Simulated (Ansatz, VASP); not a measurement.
**One calculation of Si, two programs**

INCAR

```
PREC = Accurate ; ENCUT = 520
EDIFF = 1E-6 ; ISMEAR = 0
SIGMA = 0.05 ; LREAL = F
LASPH = T ; NELM = 150
ALGO = Fast ; ISIF = 2
LWAVE = F ; LCHARG = T
ISPIN = 2 ; MAGMOM = 0 0 0 0 2
LORBIT = 11 ; LDIPOL = T
IDIPOL = 3 ; DIPOL = 0.5 0.5 0.321
LELF = T ; LVHAR = T
LVACPOTAV = T ; NBANDS = 22
```

KPOINTS

```
regular mesh
0
Gamma
  9 9 1
```

The input POSCAR:

```
Si
1.0
    3.8197534856      0.0000000000      0.0000000000
   -1.9098767428      3.3080035547      0.0000000000
    0.0000000000      0.0000000000     20.8774703619
Si
5
Direct
    0.3333333333      0.6666666667      0.1915940931
    0.0000000000      0.0000000000      0.2289407592
    0.0000000000      0.0000000000      0.3465910495
    0.6666666667      0.3333333333      0.3773191975
    1.1111111111     -0.1111111111      0.4601836427
```

Input for Ansatz:

```yaml
crystal:
  lattice:
    - [3.8197534856, 0.0, 0.0]
    - [-1.9098767428, 3.3080035547, 0.0]
    - [0.0, 0.0, 20.8774703619]
  atoms:
    - { symbol: Si, position: [0.3333333333, 0.6666666667, 0.1915940931] }
    - { symbol: Si, position: [0.0, 0.0, 0.2289407592] }
    - { symbol: Si, position: [0.0, 0.0, 0.3465910495] }
    - { symbol: Si, position: [0.6666666667, 0.3333333333, 0.3773191975] }
    - { symbol: Si, position: [1.1111111111, -0.1111111111, 0.4601836427], spin: 2.0 }
basis:
  ecutwfc: 420
kpoints:
  mp_grid: { grid: [9, 9, 1] }
hamiltonian:
  xc: lda
scf:
  occupations: { method: gaussian, width: 0.05 }
output:
  forces: true
  eigenvalues: true
  populations: true
magnetization:
  spin_polarized: true
efield:
  axis: 3
  dipole_correction: true
  ramp_width: 0.04
```

Alike in both runs: task single point; functional LDA; k mesh 9 × 9 × 1; occupations gaussian, width 0.05 eV; collinear spin.

|  | VASP | Ansatz |
| --- | --- | --- |
| version | VASP 6.6.1 | Ansatz 0.2.0 |
| potentials or method | VASP PAW LDA potentials, release 64 (Si) | scalar-relativistic, plane waves, PAW |
| plane-wave cutoff (eV) | 520 | 420 |
| valence electrons in the cell | 20 | 20 |

VASP gave:

| Property | Result |
| --- | --- |
| gap on the k mesh at the Fermi level (eV) | none |
| rms of the force components (eV/Å) | 0.514 |
| net moment per atom (μB) | 0.00 |
| work function, face that differs most (eV) | 5.23 |

**Question.** Estimate Ansatz's values.

**Answer.** gap on the k mesh at the Fermi level (eV): none; rms of the force components (eV/Å): 0.513; net moment per atom (μB): 0.01; work function, face that differs most (eV): 5.22.

Atom by atom the forces differ by 0.002 eV/Å (rms over components). A gap of «none» marks a metal or a gap that the smearing closes. Ansatz warned: «seeded_moment_not_kept».
